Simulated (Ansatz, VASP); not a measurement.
## Two plane-wave programs on Rb3Ba

Contents of INCAR:

```
SYSTEM = Rb3Ba
  ALGO = Normal
  EDIFF = 1E-6
  ENCUT = 520
  GGA = PE
  ISIF = 2
  ISMEAR = 0
  LASPH = .True.
  LCHARG = .False.
  LREAL = .False.
  LWAVE = .False.
  NBANDS = 26
  NELM = 80
  PREC = Accurate
  SIGMA = 0.1
```

File KPOINTS:

```
k-points
0
Gamma
  12 12 12
  0 0 0
```

Contents of POSCAR:

```
Rb3Ba
1.0
    0.0000000000      5.5144300000      5.5144300000
    5.5144300000      0.0000000000      5.5144300000
    5.5144300000      5.5144300000      0.0000000000
Rb Ba
3 1
Direct
    0.2500000000      0.2500000000      0.2500000000
    0.7500000000      0.7500000000      0.7500000000
    0.5000000000      0.5000000000      0.5000000000
    0.0000000000      0.0000000000      0.0000000000
```

Input for Ansatz:

```yaml
crystal:
  lattice:
    - [0.0, 5.51443, 5.51443]
    - [5.51443, 0.0, 5.51443]
    - [5.51443, 5.51443, 0.0]
  atoms:
    - { symbol: Rb, position: [0.25, 0.25, 0.25] }
    - { symbol: Rb, position: [0.75, 0.75, 0.75] }
    - { symbol: Rb, position: [0.5, 0.5, 0.5] }
    - { symbol: Ba, position: [0.0, 0.0, 0.0] }
basis:
  ecutwfc: 420
kpoints:
  mp_grid: { grid: [12, 12, 12] }
hamiltonian:
  xc: pbe
scf:
  occupations: { method: gaussian, width: 0.1 }
output:
  forces: true
  stress: true
  eigenvalues: true
```

Alike in both runs: task single point; functional PBE; k mesh 12 × 12 × 12; occupations gaussian, width 0.1 eV; no spin polarisation.

```csv
,VASP,Ansatz
version,VASP 6.6.1,Ansatz 0.2.0
potentials or method,"VASP PAW PBE potentials, release 64 (Rb_sv, Ba_sv)","scalar-relativistic, plane waves, PAW"
plane-wave cutoff (eV),520,420
valence electrons in the cell,37,37
```

|  | VASP | Ansatz | Ansatz less VASP |
| --- | --- | --- | --- |
| gap on the k mesh at the Fermi level (eV) | none | none | - |
| pressure (GPa) | 0.0 | 0.0 | 0.00 |

A gap of «none» marks a metal or a gap that the smearing closes. With one functional, cell and mesh, what is left measures potentials, basis and numerics.

The runs have no spin-orbit coupling, so splittings on Ba are missing.
